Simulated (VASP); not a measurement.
Level of theory: LDA (Ceperley-Alder, Perdew-Zunger), VASP's LDA PAW potentials (set 64) (plane waves; VASP 6.6.1).

VASP ran on this input.

KPOINTS:
```
Automatic mesh
0
Gamma
7 7 7
0 0 0
```

**POSCAR**
```
GaSb
1.0
  0.0000000000   3.0246147048   3.0246147048
  3.0246147048   0.0000000000   3.0246147048
  3.0246147048   3.0246147048   0.0000000000
Ga Sb
1 1
Cartesian
  0.0000000000   0.0000000000   0.0000000000
  4.5369220572   4.5369220572   4.5369220572
```

INCAR:
```
SYSTEM = GaSb
PREC = Accurate
ENCUT = 400
EDIFF = 1E-8
NELM = 100
ALGO = Normal
LREAL = .FALSE.
LASPH = .TRUE.
ISMEAR = 0
SIGMA = 0.05
LMAXMIX = 4
LWAVE = .FALSE.
LCHARG = .FALSE.
IBRION = 1
ISIF = 2
NSW = 30
EDIFFG = -0.001
```

POTCAR, in this order: Ga_d Sb (LDA.64 set). Program: vasp_std.

Task: What will the output report for the number of irreducible k-points (NKPTS), largest plane-wave count, number of space-group operations, FFT grid (NGX, NGY, NGZ)?

Result: 
```
Item                                          Result
--------------------------------------  ------------
number of irreducible k-points (NKPTS)            20
largest plane-wave count                        1014
number of space-group operations                  24
FFT grid (NGX, NGY, NGZ)                28 × 28 × 28
```

The structure comes from a computed database's GaSb entry (F-43m); how it stands against other phases isn't given here. It was relaxed first. The start is the result of an earlier pass.
